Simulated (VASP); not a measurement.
Output of a VASP run:

### OSZICAR
```
       N       E                     dE             d eps       ncg     rms          rms(c)
DAV:   1     0.356364214562E+02    0.35636E+02   -0.50443E+03  1904   0.967E+02
DAV:   2    -0.507876926385E+01   -0.40715E+02   -0.39425E+02  1993   0.183E+02
DAV:   3    -0.545523853190E+01   -0.37647E+00   -0.36873E+00  2154   0.198E+01
DAV:   4    -0.545759318198E+01   -0.23547E-02   -0.23544E-02  2216   0.147E+00
DAV:   5    -0.545761983101E+01   -0.26649E-04   -0.26648E-04  2162   0.129E-01    0.621E+00
DAV:   6    -0.520240542332E+01    0.25521E+00   -0.13401E+00  1904   0.107E+01    0.306E+00
DAV:   7    -0.519623800774E+01    0.61674E-02   -0.25760E-03  2032   0.668E-01    0.173E+00
DAV:   8    -0.519333538169E+01    0.29026E-02   -0.92103E-04  1949   0.245E-01    0.201E-02
DAV:   9    -0.519334485460E+01   -0.94729E-05   -0.93264E-06  2386   0.312E-02    0.102E-02
DAV:  10    -0.519334671266E+01   -0.18581E-05   -0.10526E-06  2060   0.121E-02    0.122E-03
DAV:  11    -0.519334667199E+01    0.40665E-07   -0.33360E-08  1335   0.159E-03
   1 F= -.51933467E+01 E0= -.51927524E+01  d E =-.178279E-02
```

### OUTCAR
```
------------------------ aborting loop because EDIFF is reached ----------------------------------------
  FORCE on cell =-STRESS in cart. coord.  units (eV):
  Direction    XX          YY          ZZ          XY          YZ          ZX
  --------------------------------------------------------------------------------------
  Total       -0.6161251     -0.6161251     -0.6161251      0.0000000      0.0000000     -0.0000000
  in kB      -61.8250866    -61.8250866    -61.8250866      0.0000000      0.0000000     -0.0000000
  external PRESSURE =     -61.8250866 kB  Pullay stress =       0.0000000 kB
  volume of cell :       15.97
      direct lattice vectors                 reciprocal lattice vectors
     0.000000000  1.998610930  1.998610930    -0.250173754  0.250173754  0.250173754
     1.998610930  0.000000000  1.998610930     0.250173754 -0.250173754  0.250173754
     1.998610930  1.998610930  0.000000000     0.250173754  0.250173754 -0.250173754
 POSITION                                       TOTAL-FORCE (eV/Angst)
 -----------------------------------------------------------------------------------
      0.00000      0.00000      0.00000         0.000000      0.000000      0.000000
 -----------------------------------------------------------------------------------
    total drift:                                0.000000      0.000000      0.000000
  FREE ENERGIE OF THE ION-ELECTRON SYSTEM (eV)
  ---------------------------------------------------
  free  energy   TOTEN  =        -5.1933466720 eV

  energy  without entropy=       -5.1915638866  energy(sigma->0) =       -5.19275241
```
(Selected blocks of OUTCAR.)

POSCAR:
```
Pd
1
    0.0000000000     1.9986109302     1.9986109302
    1.9986109302     0.0000000000     1.9986109302
    1.9986109302     1.9986109302     0.0000000000
Pd
1
Direct
  0.0000000000   0.0000000000   0.0000000000
```

Reconstruct the remaining input files.

This is not unique; one that fits is the input of the run itself, PBE GGA, plane waves, VASP's PBE PAW potentials (set 64).

### KPOINTS
```
Automatic
0
gamma
 14 14 14
```

**INCAR**
```
# general
SYSTEM   =  Pd
PREC     =  Accurate
ENCUT    =  480
LREAL    =  F
LASPH    =  T

# electronic loop
EDIFF    =  1E-7
NELM     =  100
ALGO     =  Normal
LMAXMIX  =  4

# smearing
ISMEAR   =  1
SIGMA    =  0.1

# functional
GGA      =  PE

# ions
ISIF     =  2

# output
LWAVE    =  F
LCHARG   =  F
```

POTCAR, in this order: Pd (PBE.64 set). Program: vasp_std.

The compound is Pd in the fcc structure. This cell was strained or had an atom moved on purpose.
